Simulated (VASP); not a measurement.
Input:

```yaml
crystal:
  lattice:
    - [3.99000, 0.00000, 0.00000]
    - [0.00000, 3.99000, 0.00000]
    - [0.00000, 0.00000, 3.99000]
  atoms:
    - { symbol: K, position: [0.00000, 0.00000, 0.00000] }
    - { symbol: Ta, position: [0.50000, 0.50000, 0.50000] }
    - { symbol: O, position: [0.50000, 0.00000, 0.50000] }
    - { symbol: O, position: [0.00000, 0.50000, 0.50000] }
    - { symbol: O, position: [0.50000, 0.50000, 0.00000] }
```

Computed with PBEsol GGA, VASP's PBE PAW potentials (set 64) (plane waves; VASP). Numerical set-up: 400 eV cut-off, 6×6×6 Γ-centred mesh, Fermi-Dirac smearing of 0.050 eV, potentials K_sv Ta_pv O.

Unless said otherwise, spin-orbit coupling is left out, though it shifts the bands of the heavy elements here.

Problem. Give the energies of bands 11 to 22 at the high-symmetry points, in eV from the valence-band maximum.

Solution. 
```tsv
band	Γ	X	M	R
11	-2.46	-5.48	-5.57	-5.59
12	-2.46	-2.59	-5.43	-5.41
13	-2.46	-2.59	-4.61	-5.41
14	-1.08	-2.35	-2.88	-3.94
15	-1.08	-2.35	-2.88	-3.94
16	-1.08	-2.18	-1.67	-3.94
17	-0.63	-1.55	-1.45	0.00
18	-0.63	-0.87	-1.45	0.00
19	-0.63	-0.87	-0.05	0.00
20	2.08	2.25	5.02	6.45
21	2.08	4.97	5.02	6.45
22	2.08	4.97	6.30	6.45
```

The gap is indirect, 2.08 eV, from the valence maximum at R to the conduction minimum at Γ.

The structure is a typed KTaO3 crystal. The cell was not relaxed at this level.
